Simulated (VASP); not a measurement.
A VASP calculation is set up with these files.

File POSCAR:
```
BeS
1
    0.0000000000     2.3959440000     2.3959440000
    2.3959440000     0.0000000000     2.3959440000
    2.3959440000     2.3959440000     0.0000000000
Be S
1 1
Direct
  0.0000000000   0.0000000000   0.0000000000
  0.7500000000   0.7500000000   0.7500000000
```

### INCAR
```
ALGO=Normal
EDIFF=1E-6
ENCUT=300
GGA=PE
ISIF=2
ISMEAR=0
LASPH=.TRUE.
LCHARG=.FALSE.
LREAL=.FALSE.
LWAVE=.FALSE.
NELM=100
PREC=Accurate
SIGMA=0.01
SYSTEM=BeS
```

**KPOINTS**
```
Automatic mesh
0
Gamma
2 2 2
0 0 0
```

POTCAR, in this order: Be S (PBE.64 set). Program: vasp_std.

Problem. Translate this PBE calculation to Quantum ESPRESSO's pw.x.

Solution. One equivalent input (not run):
```
&CONTROL
  calculation = 'scf'
  pseudo_dir = './pseudo'
  outdir = './out'
  tprnfor = .true.
  tstress = .true.
/
&SYSTEM
  ibrav = 0
  nat = 2
  ntyp = 2
  ecutwfc = 88
  occupations = 'smearing'
  smearing = 'gaussian'
  degauss = 0.000735
  input_dft = 'pbe'
/
&ELECTRONS
  conv_thr = 7.3e-08
  electron_maxstep = 100
/
ATOMIC_SPECIES
  Be 9.012 Be.upf
  S 32.060 S.upf
CELL_PARAMETERS angstrom
     0.0000000    2.3959440    2.3959440
     2.3959440    0.0000000    2.3959440
     2.3959440    2.3959440    0.0000000
ATOMIC_POSITIONS crystal
  Be   0.0000000  0.0000000  0.0000000
  S    0.7500000  0.7500000  0.7500000
K_POINTS automatic
  2 2 2 0 0 0
```
The two are equivalent in intent, not identical: the potentials are each code's own (VASP's PAW set, PseudoDojo norm-conserving files in pw.x), so ENCUT and ecutwfc are chosen apart and not converted; conv_thr bounds pw.x's estimated SCF error, while EDIFF bounds the energy change between steps.

The structure comes from a computed database's BeS entry; how it stands against other phases isn't given here. The cell was not relaxed at this level. The k-mesh is coarse (spacing up to 1.14 per Å, 2π included), so the numbers may not be converged in it. The run is one of a series of settings (KPOINTS 2×2×2 Γ-centred mesh against the base run), some of them coarse on purpose.
